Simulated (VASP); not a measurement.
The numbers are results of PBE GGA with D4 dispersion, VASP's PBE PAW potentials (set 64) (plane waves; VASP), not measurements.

A VASP calculation is set up with these files.

### KPOINTS
```
Automatic mesh
0
Gamma
7 7 7
0 0 0
```

### INCAR
```
! general
SYSTEM =CeO2
PREC   =Accurate
ENCUT  =520   ! plane-wave cut-off (eV)
LREAL  =.FALSE.   ! projection in real space or not
LASPH  =.TRUE.   ! aspherical one-centre terms

! electronic loop
EDIFF  =1E-7   ! SCF stop (eV)
NELM   =100
ALGO   =Normal   ! blocked Davidson
LMAXMIX=6

! smearing
ISMEAR =0
SIGMA  =0.05   ! width (eV)

! functional
GGA    =PE
IVDW   =13

! ions
ISIF   =2   ! forces and stress, cell fixed

! output
LWAVE  =.FALSE.
LCHARG =.FALSE.
```

POSCAR:
```
CeO2
2.7681490
  0.0000000000   0.9999999555   0.9999999555
  0.9999999555   0.0000000000   0.9999999555
  0.9999999555   0.9999999555   0.0000000000
Ce O
1 2
direct
  0.0000000000   0.0000000000   0.0000000000
  0.2500000000   0.2500000000   0.2500000000
  0.7500000000   0.7500000000   0.7500000000
```

POTCAR, in this order: Ce O (PBE.64 set). Program: vasp_std.

The resulting files:

File OSZICAR:
```
       N       E                     dE             d eps       ncg     rms          rms(c)
DAV:   1     0.228876077344E+03    0.22888E+03   -0.11514E+04   640   0.195E+03
DAV:   2     0.378006693958E+01   -0.22510E+03   -0.21468E+03  1064   0.305E+02
DAV:   3    -0.303417936247E+02   -0.34122E+02   -0.30052E+02   784   0.144E+02
DAV:   4    -0.317734940558E+02   -0.14317E+01   -0.14315E+01   976   0.318E+01
DAV:   5    -0.318435048838E+02   -0.70011E-01   -0.70002E-01  1120   0.624E+00    0.263E+01
DAV:   6    -0.309756135930E+02    0.86789E+00   -0.11028E+02   984   0.585E+01    0.343E+01
DAV:   7    -0.285261129687E+02    0.24495E+01   -0.25221E+02  1088   0.136E+02    0.187E+01
DAV:   8    -0.279586307350E+02    0.56748E+00   -0.45622E+00   792   0.227E+01    0.134E+01
DAV:   9    -0.263879532938E+02    0.15707E+01   -0.63160E+00   952   0.206E+01    0.262E+00
DAV:  10    -0.263066223046E+02    0.81331E-01   -0.26678E-01  1104   0.481E+00    0.191E+00
DAV:  11    -0.262589567933E+02    0.47666E-01   -0.65292E-02   944   0.245E+00    0.153E+00
DAV:  12    -0.261974804662E+02    0.61476E-01   -0.36198E-01   976   0.581E+00    0.378E-01
DAV:  13    -0.262009954131E+02   -0.35149E-02   -0.33351E-02  1040   0.141E+00    0.647E-01
DAV:  14    -0.261997429633E+02    0.12524E-02   -0.38721E-02  1000   0.163E+00    0.283E-01
DAV:  15    -0.262003607128E+02   -0.61775E-03   -0.25611E-02   984   0.141E+00    0.368E-01
DAV:  16    -0.261992994534E+02    0.10613E-02   -0.10031E-02   888   0.918E-01    0.121E-02
DAV:  17    -0.261993312272E+02   -0.31774E-04   -0.37015E-04   984   0.194E-01    0.432E-02
DAV:  18    -0.261993124341E+02    0.18793E-04   -0.75021E-05   976   0.849E-02    0.146E-02
DAV:  19    -0.261993112505E+02    0.11836E-05   -0.52858E-06  1072   0.200E-02    0.692E-03
DAV:  20    -0.261993099639E+02    0.12866E-05   -0.80733E-06   928   0.260E-02    0.228E-03
DAV:  21    -0.261993098705E+02    0.93419E-07   -0.15628E-07   520   0.387E-03
   1 F= -.26913117E+02 E0= -.26913117E+02  d E =-.230354E-14
```

**OUTCAR**
```
------------------------ aborting loop because EDIFF is reached ----------------------------------------
  Edisp (eV):   -0.71381
  FORCE on cell =-STRESS in cart. coord.  units (eV):
  Direction    XX          YY          ZZ          XY          YZ          ZX
  --------------------------------------------------------------------------------------
  Total      -2.45916    -2.45916    -2.45916    -0.00000     0.00000    -0.00000
  in kB     -92.87496   -92.87496   -92.87496    -0.00000     0.00000    -0.00000
  external pressure =      -92.87 kB  Pullay stress =        0.00 kB
  volume of cell :       42.42
      direct lattice vectors                 reciprocal lattice vectors
     0.000000000  2.768148877  2.768148877    -0.180626123  0.180626123  0.180626123
     2.768148877  0.000000000  2.768148877     0.180626123 -0.180626123  0.180626123
     2.768148877  2.768148877  0.000000000     0.180626123  0.180626123 -0.180626123
 POSITION                                       TOTAL-FORCE (eV/Angst)
 -----------------------------------------------------------------------------------
      0.00000      0.00000      0.00000        -0.000000      0.000000      0.000000
      1.38407      1.38407      1.38407         0.000000      0.000000      0.000000
      4.15222      4.15222      4.15222         0.000000     -0.000000     -0.000000
 -----------------------------------------------------------------------------------
    total drift:                                0.000000     -0.000000      0.000000
  FREE ENERGIE OF THE ION-ELECTRON SYSTEM (eV)
  ---------------------------------------------------
  free  energy   TOTEN  =       -26.9131168881 eV

  energy  without entropy=      -26.9131168881  energy(sigma->0) =      -26.91311689
```
(Selected blocks of OUTCAR.)

File OUTCAR:
```
 val. band max:        4.6446022449   @ k =  -0.2857   0.2857   0.0000

 cond. band min:       6.4232017455   @ k =  -0.4286   0.1429   0.0000


 Fermi energy:         4.9033656808

 k-point     1 :       0.0000    0.0000    0.0000
  band No.  band energies     occupation
      1     -27.9067      2.00000
      2     -11.5229      2.00000
      3     -10.5831      2.00000
      4     -10.1205      2.00000
      5     -10.1205      2.00000
      6     -10.1205      2.00000
      7       1.1589      2.00000
      8       1.1589      2.00000
      9       1.1589      2.00000
     10       4.1320      2.00000
     11       4.1320      2.00000
     12       4.1320      2.00000
     13       6.6757      0.00000
     14       6.6757      0.00000
     15       6.6757      0.00000
     16       6.8758      0.00000

 k-point     2 :       0.1429    0.0000    0.0000
  band No.  band energies     occupation
      1     -27.8789      2.00000
      2     -12.1175      2.00000
      3     -10.7282      2.00000
      4     -10.1573      2.00000
      5     -10.1573      2.00000
      6      -9.4723      2.00000
      7       1.3261      2.00000
      8       1.3261      2.00000
      9       1.5999      2.00000
     10       3.9590      2.00000
     11       4.0636      2.00000
     12       4.0636      2.00000
     13       6.6605      0.00000
     14       6.6605      0.00000
     15       6.6772      0.00000
     16       6.9013      0.00000

 k-point     3 :       0.2857    0.0000    0.0000
  band No.  band energies     occupation
      1     -27.8154      2.00000
      2     -12.8939      2.00000
      3     -11.0497      2.00000
      4     -10.2376      2.00000
      5     -10.2376      2.00000
      6      -8.5353      2.00000
      7       1.6892      2.00000
      8       1.6892      2.00000
      9       2.5665      2.00000
     10       3.6795      2.00000
     11       3.9420      2.00000
     12       3.9420      2.00000
     13       6.6062      0.00000
...
```

The compound is CeO2 in the fluorite structure. This cell is one point of a volume scan, at 1.06 of the reference volume. The run is not spin-polarised, so no magnetic state was tried.
